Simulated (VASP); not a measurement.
OSZICAR of a VASP run on Gd (hcp):

OSZICAR:
```
       N       E                     dE             d eps       ncg     rms          rms(c)
DAV:   1     0.287924396510E+02    0.28792E+02   -0.67967E+03  6392   0.815E+02
DAV:   2    -0.793909958621E+01   -0.36732E+02   -0.35742E+02  7519   0.180E+02
DAV:   3    -0.911972493628E+01   -0.11806E+01   -0.11404E+01  8304   0.223E+01
DAV:   4    -0.913919474251E+01   -0.19470E-01   -0.19384E-01  7803   0.309E+00
DAV:   5    -0.913979071769E+01   -0.59598E-03   -0.59597E-03  9203   0.366E-01    0.232E+01
DAV:   6    -0.914144412281E+01   -0.16534E-02   -0.20896E-02  6819   0.115E+00    0.139E+01
DAV:   7    -0.915022197455E+01   -0.87779E-02   -0.37826E-02  6744   0.154E+00    0.210E-01
DAV:   8    -0.914990426016E+01    0.31771E-03   -0.21619E-03  7132   0.346E-01    0.595E-02
DAV:   9    -0.914991092004E+01   -0.66599E-05   -0.21269E-04  7923   0.106E-01    0.359E-02
DAV:  10    -0.914990579098E+01    0.51291E-05   -0.25629E-05  7467   0.358E-02    0.359E-02
DAV:  11    -0.914990751071E+01   -0.17197E-05   -0.37297E-06  6914   0.138E-02    0.377E-03
DAV:  12    -0.914990755103E+01   -0.40319E-07   -0.16666E-07  3562   0.304E-03
   1 F= -.91499076E+01 E0= -.91498215E+01  d E =-.258012E-03
```

Question: Which electronic solver shows in the log?

Answer: It is blocked Davidson (ALGO = Normal, or the opening steps of other solvers). The INCAR had ALGO = Normal.

Question: Can the final energy be trusted as converged?

Answer: Self-consistency was reached. It stopped with EDIFF = 1E-6, NELM = 100 (PBE GGA, plane waves, VASP's PBE PAW potentials (set 64)). The 4f electrons are frozen in the core of the lanthanide potential, so 4f levels, which can set the real gap, and their magnetism are missing.

The compound is Gd in the hcp structure. The cell was not relaxed at this level, atoms are displaced from their ideal sites. The run is one of a series of settings (ENCUT = 300 against the base run), some of them coarse on purpose.
